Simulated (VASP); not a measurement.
Method: LDA (Ceperley-Alder, Perdew-Zunger), VASP's LDA PAW potentials (set 64) (plane waves; VASP 6.6.1).

VASP ran on this input.

File POSCAR:
```
RbAlF4
1
    3.6411500000     0.0000000000     0.0000000000
    0.0000000000     3.6411500000     0.0000000000
    0.0000000000     0.0000000000     6.2639100000
Rb Al F
1 1 4
Direct
 -0.0018080000  -0.0085860000   0.0056140000
  0.5020360000   0.4871420000   0.5006380000
  0.5097300000   0.5075500000   0.7779110000
  0.5210220000   0.5131440000   0.2249430000
  0.4871830000   0.0060920000   0.5013030000
 -0.0181640000   0.4946570000   0.4895920000
```

INCAR:
```
SYSTEM = RbAlF4
PREC = Accurate; ENCUT = 400; LREAL = .FALSE.
LASPH = .TRUE.
EDIFF = 1E-6; NELM = 100; ALGO = Normal
LMAXMIX = 4
ISMEAR = 0; SIGMA = 0.01
ISIF = 2
LWAVE = .FALSE.; LCHARG = .FALSE.
```

KPOINTS:
```
kpoints
0
gamma
  9 9 6
0 0 0
```

POTCAR, in this order: Rb_sv Al F (LDA.64 set). Program: vasp_std.

What will the output report for the number of irreducible k-points (NKPTS), largest plane-wave count, number of space-group operations, FFT grid (NGX, NGY, NGZ)?

* **number of irreducible k-points (NKPTS)**: 244
* **largest plane-wave count**: 1526
* **number of space-group operations**: 1
* **FFT grid (NGX, NGY, NGZ)**: 24 × 24 × 42

The structure comes from a computed database's RbAlF4 entry (P4/mmm); how it stands against other phases isn't given here. The cell was not relaxed at this level, atoms are displaced from their ideal sites.
